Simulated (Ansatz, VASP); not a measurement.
# Cu in two plane-wave programs

Aim: how closely do two programs agree when they are given the same cell, functional and k mesh?

Method: plane waves, with VASP 6.6.1 beside it; relaxation of cell and atoms at PBEsol, in Ansatz 0.2.0.

## (1) Starting point

It takes space group Fm-3m (No. 225, cubic). Conventional cell: a = 3.564 Å, b = 3.564 Å, c = 3.564 Å, α = 90.00°, β = 90.00°, γ = 90.00°. Cu has 12 Cu at 2.52 Å nearest.

## (2) Ansatz: relaxation of cell and atoms, PBEsol

Ansatz runs on its default PAW (the set named soft_2) files.

The relaxed volume is the usual yardstick between codes: its relative difference is about their pressure difference at one cell divided by the bulk modulus.

Contents of input.yaml:

```yaml
crystal:
  lattice:
    - [0.0, 1.7819339936, 1.7819339936]
    - [1.7819339936, 0.0, 1.7819339936]
    - [1.7819339936, 1.7819339936, 0.0]
  atoms:
    - { symbol: Cu, position: [0.0, 0.0, 0.0] }
hamiltonian:
  xc: pbesol
  pseudopotentials: { kind: paw }
kpoints:
  mp_grid: { grid: [21, 21, 21] }
scf:
  occupations: { method: methfessel_paxton, width: 0.15 }
relax:
  f_tol: 0.01
  max_steps: 60
  cell: { stress_tol: 0.05 }
output:
  forces: true
  stress: true
  write_density: true
  write_potential: true
  elf: true
  volumetric_format: npy
```

On the command line:

```bash
$ ansatz run input.yaml --threads 4 --pin off --max-ram 9216MiB --backend cpu --events-out ev --progress --plain --runs-dir out
```

Numbers of over 12 decimals in the logs are rounded to 6 here.

Output:

```text
Engine: ansatz 0.2.0, x86_64-unknown-linux-gnu
Pseudopotentials: kind: paw
Pseudopotential: Cu, paw, valence charge 19, recommended cutoff 420 eV (normal), Cu.paw.azcp
Functional definition: PBEsol
  exchange = pbesol_x
  correlation = pbesol_c
Crystal: 1 atoms, lattice volume = 11.316 Å³
Basis set: ecut = 420 eV, 229 PW (Γ), exchange–correlation on 36×36×36 points (8 copies of the dense FFT grid, shifted against one another)
Bands: 14, of which v1, the nominal top of the filled ones, is band 10 counted from 1 (9 counted from 0)
Symmetry: 48 space group operations
Space group: Fm-3m (ITA 225), of the structure as read, at distance tolerance 2.2e-5 Å
k-points: 286 of 9261
Non-local potential: Cu, projectors of the file, l = 0: 3, l = 1: 2, l = 2: 3, l = 3: 1
PAW form: soft (Blöchl's): semilocal exchange-correlation on the pseudo side does not see the compensation charge
PAW frozen core: Cu, regenerated for the run's functional, and the local potential with it (the file was generated under x = pbe(κ = 0.804, μ = 0.219515), c = pbe(β = 0.066725))
PAW one-centre angular grid: Cu, 590 points (default); XC on 64 Gauss nodes
Initial density: superposition of atomic densities (neutral atoms: chi_scale 0, normalization atom), corrected by the library's trained network
Initial wavefunctions: pseudopotential atomic-orbital guess
Functional: x = pbesol(κ = 0.804, μ = 0.123457), c = pbesol(β = 0.046)
SCF iter   1: F=—  HF=-6588.777836 eV  |F-HF|=—  |Δ(HF+E_count)|=         —  Δρ=2.11e-2  dr2=2.60e-2  ethr=1.77e-3  ⟨swp⟩=5.0  Hψ=19827  notcnv=0
preconditioner: auto → none  [metal: Δε(μ)=0.025 eV  Ē_g=17.410 eV  σ=0.150 eV  W_gap=0.14  n_scr=0 (ndim 8)  ℏωp=36.6 eV  f_vac=0.000  D(μ)=0.40/eV (n_scr^D=0)]
SCF iter   2: F=—  HF=-6588.771714 eV  |F-HF|=—  |Δ(HF+E_count)|=   6.12e-3  S|Δr|=    0.00e0  Δρ=1.03e-3  dr2=5.23e-5  ethr=1.37e-4  ⟨swp⟩=2.8  Hψ=8177  notcnv=0  defer=42
SCF iter   3: F=—  HF=-6588.771690 eV  |F-HF|=—  |Δ(HF+E_count)|=   2.39e-5  S|Δr|=    0.00e0  Δρ=9.71e-4  dr2=4.27e-5  ethr=2.75e-7  ⟨swp⟩=2.0  Hψ=6648  notcnv=0  defer=42
SCF iter   4: F=—  HF=-6588.771714 eV  |F-HF|=—  |Δ(HF+E_count)|=   2.40e-5  S|Δr|=    0.00e0  Δρ=7.52e-5  dr2=2.49e-7  ethr=2.25e-7  ⟨swp⟩=1.0  Hψ=3905  notcnv=0  defer=42
SCF iter   5: F=-6588.771714 eV  HF=-6588.771714 eV  |F-HF|=1.20e-10  |Δ(HF+E_count)|=   3.27e-7  S|Δr|=    0.00e0  Δρ=3.06e-6  dr2=4.92e-10  ethr=5.26e-10  ⟨swp⟩=7.0  Hψ=19958  notcnv=0
SCF 1 converged in 5 iterations: F = -6588.771714 eV  dr2 = 4.92e-10
  greatest PAW one-centre occupation: 1.000 electrons in one spin orbital (limit 2), on the Cu atom at site 0 (counted from 0), in its partial waves of l = 0
relax step   1: F+E_penalty+E_count = -6588.77171394 eV  Δ(F+E_penalty+E_count) = +0.000e0 eV  max|allowed force component| = 0.000e0 eV/Å  Δτ_max = 0.0000 Å  P = -0.130 GPa  Ω = 11.316 Å³  (5 SCF iters, dr2 threshold 1.00e-7 eV, accepted)
[...]
relax step   2: F+E_penalty+E_count = -6588.77171978 eV  Δ(F+E_penalty+E_count) = -5.844e-6 eV  max|allowed force component| = 0.000e0 eV/Å  Δτ_max = 0.0000 Å  P = -0.068 GPa  Ω = 11.312 Å³  energy of the carried Pulay correction = +3.219e-6 eV  (3 SCF iters, dr2 threshold 4.24e-8 eV, accepted)
[...]
relax step   3: F+E_penalty+E_count = -6588.77172423 eV  Δ(F+E_penalty+E_count) = -4.445e-6 eV  max|allowed force component| = 0.000e0 eV/Å  Δτ_max = 0.0000 Å  P = +0.000 GPa  Ω = 11.307 Å³  energy of the carried Pulay correction = +6.705e-6 eV  (3 SCF iters, dr2 threshold 1.15e-8 eV, accepted)
[...]
relax step   4: F+E_penalty+E_count = -6588.77171661 eV  Δ(F+E_penalty+E_count) = +7.624e-6 eV  max|allowed force component| = 0.000e0 eV/Å  Δτ_max = 0.0000 Å  P = +0.002 GPa  Ω = 11.307 Å³  stress off target by 1.80e-3 GPa  SCF on the basis re-selected at this cell (its energy is not comparable with the rows above)  (4 SCF iters)
basis re-selected at this cell: Δ(F+E_penalty+E_count) = +7.624e-6 eV, ΔP = +0.001 GPa vs the last step (what re-selecting the basis moved, of the pressure what is left beyond the Pulay correction that the steps carried, after the strain that the cell walked since its last selection, with what the two solves' SCF thresholds leave and, on support functions, any second-order correction that the steps lacked; it is no measure of the basis error at this ecutwfc). This SCF's stress stands 1.80e-3 GPa from its target on what of the cell is left free (relax.cell.stress_tol is 5.00e-2 GPa) and its largest allowed force component is 0.00e0 eV/Å (relax.f_tol is 1.00e-2 eV/Å): [rest of the remark cut]
SCF converged after 4 iterations
Stability not checked: this state was not tested for a lower state beside it, because cold or Methfessel-Paxton smearing, or corrected tetrahedra, fill the levels in a way that the test cannot read (fill_not_monotonic; see scf.lower_state_search)
Free energy (F): -6588.771717 eV
Harris-Foulkes:  -6588.771717 eV  (|F-HF|=9.09e-12)
Internal energy: -6588.771327 eV  (E = F + TS)
E sigma→0 (E₀):  -6588.771619 eV
Entropy (-TS):   -0.000390 eV (-0.390 meV/atom)
Fermi energy:    17.594434 eV
--- Per-component energies (eV) ---
  E_band       = -345.428967
  E_kinetic    = 300.637536
  E_local      = -3968.829028  (includes V_loc(G=0)·N_el)
  E_nonlocal   = 390.993969
  E_hartree    = 1747.994336
  E_xc         = -89.414084
  E_vxc        = -115.906275  (∫ρ·V_xc dr)
  E_paw        = -1625.737389  (= ΣΔE_a)
  E_vpaw       = -448.313841  (= ΣTr[D̂ρ^β])
  E_aug_tail   = 0.000217  (compensation charges beyond the density's cutoff)
  E_ewald      = -3344.623086
  E_core_change = 0.206202  (= ΣΔE_core)
  E_smearing   = -0.000390  (= −TS)
  E_closure    = 0.000000  (closes the sum)
  Σ components = -6588.771717   (vs F -6588.771717, Δ=0.00e0)
--- Forces (eV/Å), atoms counted from 1 ---
  atom   1  Cu    -0.00000000     0.00000000     0.00000000
  max |Σ_I F_I| component: 3.70e-32 eV/Å
--- Stress (GPa, compression-positive) ---
        0.001804       0.000000       0.000000
        0.000000       0.001804       0.000000
        0.000000       0.000000       0.001804
  P = ⅓ Tr σ = 0.0018 GPa (0.018 kbar)
--- Band table (eV; the first three rows and the last of 286) ---
  k-point 0: bands = [... 6 lower, 14.3949, 14.3949, 15.2972, 15.2972, 40.4769, 43.2995, 43.2995, 43.2995]
  k-point 1: bands = [... 6 lower, 14.4121, 14.4121, 15.2902, 15.2902, 40.0596, 42.0925, 43.0138, 43.0138]
  k-point 2: bands = [... 6 lower, 14.4589, 14.4589, 15.2738, 15.2738, 38.2548, 41.3320, 42.4492, 42.4492]
  k-point 285: bands = [... 6 lower, 13.9122, 15.2531, 16.0524, 23.1488, 24.2433, 26.3017, 26.8486, 45.6301]
--- Relaxed structure (3 steps of the walk, 3 accepted, 1 SCFs on fresh bases) ---
  F+E_penalty+E_count = -6588.77171661 eV   max|allowed force component| = 0.000e0 eV/Å   (the final SCF, on the basis selected at the relaxed cell)
  cell:  # Å, volume = 11.3074 Å³
    - [0, 1.781468, 1.781468]
    - [1.781468, 0, 1.781468]
    - [1.781468, 1.781468, 0]
  atoms:
    - { symbol: Cu, position: [0.0, 0.0, 0.0] }
```

Wall time 1.5 s (4 threads of Intel Xeon 6975P-C (Granite Rapids), shared host); peak memory 0.4 GiB; 4.8 s of CPU time.

## (3) VASP: relaxation of cell and atoms, PBEsol

The same cell, functional, mesh and smearing now go to VASP, with its own data sets and cutoff.

Lines of VASP's logs that name or quote its potential files are left out, and so is its time.

Contents of INCAR:

```
SYSTEM = Cu
PREC = Accurate
ENCUT = 450
EDIFF = 1E-07
NELM = 120
ISMEAR = 1
SIGMA = 0.15
LREAL = .FALSE.
ALGO = Normal
GGA = PS
NBANDS = 11
LASPH = .TRUE.
LORBIT = 11
LWAVE = .FALSE.
LCHARG = .FALSE.
KPAR = 8
IBRION = 2
NSW = 40
ISIF = 3
EDIFFG = -0.005
POTIM = 0.4
```

Contents of POSCAR:

```
Cu
1.0
    0.0000000000      1.7819339936      1.7819339936
    1.7819339936      0.0000000000      1.7819339936
    1.7819339936      1.7819339936      0.0000000000
Cu
1
Direct
    0.0000000000      0.0000000000      0.0000000000
```

Contents of KPOINTS:

```
Automatic mesh
0
Gamma
21 21 21
0 0 0
```

PAW data sets: Cu (PBE family, release 64).

On the command line:

```bash
$ mpirun -np 8 vasp_std
```

Output:

```text
[banner, memory and clock lines left out]
running    8 mpi-ranks, on    1 nodes
 distrk:  each k-point on    1 cores,    8 groups
 distr:  one band on    1 cores,    1 groups

 POSCAR found type information on POSCAR Cu
 POSCAR found :  1 types and       1 ions
|                                                                             |
|           W    W    AA    RRRRR   N    N  II  N    N   GGGG   !!!           |
|           W    W   A  A   R    R  NN   N  II  NN   N  G    G  !!!           |
|           W    W  A    A  R    R  N N  N  II  N N  N  G       !!!           |
|           W WW W  AAAAAA  RRRRR   N  N N  II  N  N N  G  GGG   !            |
|           WW  WW  A    A  R   R   N   NN  II  N   NN  G    G                |
|           W    W  A    A  R    R  N    N  II  N    N   GGGG   !!!           |
|                                                                             |
|     For optimal performance we recommend to set                             |
|       NCORE = 2 up to number-of-cores-per-socket                            |
|     NCORE specifies how many cores store one orbital (NPAR=cpu/NCORE).      |
|     This setting can greatly improve the performance of VASP for DFT.       |
|     The default, NCORE=1 might be grossly inefficient on modern             |
|     multi-core architectures or massively parallel machines. Do your        |
|     Unfortunately you need to use the default for GW and RPA                |
|     calculations (for HF NCORE is supported but not extensively tested      |
|     yet).                                                                   |
|                                                                             |

|                                                                             |
|               ----> ADVICE to this user running VASP <----                  |
|                                                                             |
|     You enforced a specific xc type in the INCAR file but a different       |
|     [... a line on the potential file left out ...]
|     I HOPE YOU KNOW WHAT YOU ARE DOING!                                     |
|                                                                             |

 LDA part: xc-table for (Slater+PW92), standard interpolation
 POSCAR, INCAR and KPOINTS ok, starting setup
 FFT: planning ... GRIDC
 FFT: planning ... GRID_SOFT
 FFT: planning ... GRID
 WAVECAR not read
 entering main loop
       N       E                     dE             d eps       ncg     rms          rms(c)
DAV:   1     0.370740654810E+02    0.37074E+02   -0.50387E+03  6844   0.152E+03
DAV:   2    -0.449392654969E+01   -0.41568E+02   -0.38474E+02  6406   0.192E+02
DAV:   3    -0.540160983027E+01   -0.90768E+00   -0.90247E+00  7156   0.354E+01
DAV:   4    -0.540709309107E+01   -0.54833E-02   -0.54827E-02  6953   0.240E+00
DAV:   5    -0.540714639310E+01   -0.53302E-04   -0.53301E-04  7188   0.242E-01    0.843E+00
DAV:   6    -0.473309730703E+01    0.67405E+00   -0.17760E+01  7295   0.851E+01    0.413E+00
DAV:   7    -0.432103098555E+01    0.41207E+00   -0.26714E+00  7269   0.327E+01    0.603E-01
DAV:   8    -0.430768051331E+01    0.13350E-01   -0.55026E-03  6906   0.107E+00    0.302E-01
DAV:   9    -0.430601601644E+01    0.16645E-02   -0.91547E-03  7430   0.173E+00    0.209E-02
DAV:  10    -0.430602444755E+01   -0.84311E-05   -0.31074E-05  8834   0.911E-02    0.590E-03
DAV:  11    -0.430602549926E+01   -0.10517E-05   -0.52789E-07  7334   0.131E-02    0.334E-04
DAV:  12    -0.430602551462E+01   -0.15353E-07   -0.96255E-09  3831   0.164E-03
   1 F= -.43060255E+01 E0= -.43058864E+01  d E =-.430603E+01
 curvature:   0.00 expect dE= 0.000E+00 dE for cont linesearch  0.000E+00
 trial: gam= 0.00000 g(F)=  0.230E-62 g(S)=  0.624E-05 ort = 0.000E+00 (trialstep = 0.100E+01)
 search vector abs. value=  0.624E-05
 bond charge predicted
       N       E                     dE             d eps       ncg     rms          rms(c)
DAV:   1    -0.430619851523E+01   -0.17302E-03   -0.28995E-03  7405   0.121E+00    0.108E-01
DAV:   2    -0.430608466754E+01    0.11385E-03   -0.23026E-03  7231   0.940E-01    0.424E-02
DAV:   3    -0.430603284450E+01    0.51823E-04   -0.35317E-04  7254   0.380E-01    0.151E-02
DAV:   4    -0.430602823416E+01    0.46103E-05   -0.55627E-06  7686   0.246E-02    0.522E-04
DAV:   5    -0.430602819180E+01    0.42360E-07   -0.33511E-08  4420   0.189E-03
   2 F= -.43060282E+01 E0= -.43058898E+01  d E =-.267718E-05
 trial-energy change:   -0.000003  1 .order   -0.000002   -0.000006    0.000002
 step:   0.8265(harm=  0.7791)  dis= 0.00000  next Energy=    -4.306028 (dE=-0.283E-05)
 reached required accuracy - stopping structural energy minimisation
```

From OUTCAR (step 3):

```text
ion  position               nearest neighbor table
   1  0.000  0.000  0.000-

  LATTYP: Found a face centered cubic cell.
 ALAT       =     3.5638679872

 Subroutine GETGRP returns: Found 48 space group operations
 (whereof 48 operations were pure point group operations)

The static configuration has the point symmetry O_h .

 Found    286 irreducible k-points:

   k-points           NKPTS =    286   k-points in BZ     NKDIM =    286   number of bands    NBANDS=     11

   dimension x,y,z NGX =    18 NGY =   18 NGZ =   18
   dimension x,y,z NGXF=    36 NGYF=   36 NGZF=   36

   ENCUT  =  450.0 eV  33.07 Ry    5.75 a.u.   4.36  4.36  4.36*2*pi/ulx,y,z

   NELECT =      11.0000    total number of electrons

 k-points in reciprocal lattice and weights: Automatic mesh
   0.00000000  0.00000000  0.00000000       0.000
   0.04761905  0.00000000  0.00000000       0.001
   0.09523810  0.00000000  0.00000000       0.001
   0.14285714  0.00000000  0.00000000       0.001
   0.19047619  0.00000000  0.00000000       0.001
   0.23809524  0.00000000  0.00000000       0.001
   0.28571429  0.00000000  0.00000000       0.001
   0.33333333  0.00000000  0.00000000       0.001
   0.38095238  0.00000000  0.00000000       0.001
[...]
-0.28571429  0.47619048  0.19047619       0.003
  -0.28571429  0.47619048  0.23809524       0.003

 average (electrostatic) potential at core
       1 -63.1343

 E-fermi :   7.9957

 k-point     1 :       0.0000    0.0000    0.0000
  band No.  band energies     occupation
    ...
      2       4.7819      2.00000
      3       4.7819      2.00000
      4       4.7819      2.00000
      5       5.6720      2.00000
      6       5.6720      2.00000
      7      30.8827      0.00000
      8      33.8358      0.00000
      9      33.8358      0.00000
     10      33.8358      0.00000
     11      36.3539      0.00000

 k-point     2 :       0.0476    0.0000    0.0000
  band No.  band energies     occupation
    ...
      2       4.7627      2.00000
      3       4.7989      2.00000
      4       4.7989      2.00000
      5       5.6650      2.00000
      6       5.6650      2.00000
      7      30.4789      0.00000
      8      32.6050      0.00000
      9      33.5504      0.00000
     10      33.5504      0.00000
     11      36.7566      0.00000

 k-point     3 :       0.0952    0.0000    0.0000
  band No.  band energies     occupation
    ...
      2       4.7090      2.00000
      3       4.8450      2.00000
      4       4.8450      2.00000
      5       5.6488      2.00000
      6       5.6488      2.00000
      7      28.7114      0.00000
      8      31.7890      0.00000
      9      32.9847      0.00000
     10      32.9847      0.00000
     11      37.6449      0.00000

  Total        0.0020818      0.0020818      0.0020818      0.0000000      0.0000000     -0.0000000
  in kB        0.2950016      0.2950016      0.2950016      0.0000000      0.0000000     -0.0000000
  external PRESSURE =       0.2950016 kB  Pullay stress =       0.0000000 kB

  energy-cutoff  :      450.00
  volume of cell :       11.31
      direct lattice vectors                 reciprocal lattice vectors
    -0.000000000  1.781429012  1.781429012    -0.280673547  0.280673547  0.280673547
     1.781429012 -0.000000000  1.781429012     0.280673547 -0.280673547  0.280673547
     1.781429012  1.781429012  0.000000000     0.280673547  0.280673547 -0.280673547

 POSITION                                       TOTAL-FORCE (eV/Angst)
 -----------------------------------------------------------------------------------
     -0.00000      1.78143      1.78143        -0.000000      0.000000      0.000000
 -----------------------------------------------------------------------------------
    total drift:                                0.000000      0.000000      0.000000

  FREE ENERGIE OF THE ION-ELECTRON SYSTEM (eV)
  ---------------------------------------------------
  free  energy   TOTEN  =        -4.3060281918 eV

  energy  without entropy=       -4.3056131414  energy(sigma->0) =       -4.30588984

 reached required accuracy - stopping structural energy minimisation

 total charge
# of ion       s       p       d       tot
------------------------------------------
    1        0.465   0.419   9.171  10.055

[... 3 further parts left out ...]
```

## (4) Comparison

Known differences besides the potentials themselves: both relaxations stop at a tolerance, which leaves soft axes loose, and VASP keeps its plane-wave basis; the data sets hold 19 valence electrons in Ansatz (default PAW (the set named soft_2) files) and 11 in VASP; the cutoff is 420 eV in Ansatz and 450 eV in VASP; Ansatz makes its cores anew for this functional, VASP keeps those of its PBE data sets; Ansatz adds a Pulay correction to the stress that steers its cell, VASP none. Total energies have different zeros and are not compared.

Both answers:

| quantity | Ansatz | VASP | difference |
| --- | --- | --- | --- |
| volume (Å³) | 11.31 | 11.31 | +0.01 % |
| edge a after relaxation, in the typed setting (Å) | 2.519 | 2.519 | +0.00 % |

The walks stopped with 0.00 GPa left in Ansatz and 0.03 GPa in VASP; each walk ends within a tolerance, so the volume difference is uncertain by about these residues over the bulk modulus, most in soft cells.

## (5) Results

| Property | Result |
| --- | --- |
| difference in volume (relaxation of cell and atoms, PBEsol) | 0.0066 % |

The difference in volume is 0.0066 % (relaxation of cell and atoms, PBEsol), within the 1.2 % picked in this series as the mark of a large difference, as far as the stopping tolerances let one tell. Such differences can come from data sets, numerical settings and the points named under the comparisons, not from the functional's error against experiment.

[Lines on the potential files, build, host, timing and source positions are cut from VASP's logs without a mark.]

[Logs are printed without paths, hosts, clocks, repeated set-up lines and the standing remarks that a program may print on its own settings, such as how far it seeks lower states.]

[Hosts, paths, dates, database ids (printed as entryN), source tags and the programs' standing remarks are cut or masked in the printed files.]
